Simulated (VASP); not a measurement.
Data:

```
LuSe
1.0
    0.00000     2.78800     2.78800
    2.78800     0.00000     2.78800
    2.78800     2.78800     0.00000
Se Lu
1 1
Direct
  0.50000   0.50000   0.50000
  0.00000   0.00000   0.00000
```

Computed with PBEsol GGA, VASP's PBE PAW potentials (set 64) (plane waves; VASP). Run with 400 eV cut-off, 7×7×7 Γ-centred mesh, Gaussian smearing of 0.050 eV, potentials Se Lu_3.

Task: The ions, cell shape and volume are relaxed. Give the cell that the relaxation ends in.

Result: 
```
LuSe
1.0
    0.00000     2.77532     2.77532
    2.77532     0.00000     2.77532
    2.77532     2.77532     0.00000
Se Lu
1 1
Cartesian
  2.77532   2.77532   2.77532
  0.00000   0.00000   0.00000
```
Space group Fm-3m (225), at a tolerance of 0.03 Å.

Task: How do energy and volume change from the first to the last step?

Result: The energy (σ→0) changes by -1.2 meV/atom and the volume by -1.4 %, in 3 ionic steps.

The structure comes from a measured LuSe entry (Fm-3m) of the Crystallography Open Database, whose conditions weren't checked. This run relaxes it. Symmetry was kept, so distortions that lower it aren't found. The electron count is odd and the run is not spin-polarised, which forces a metal.
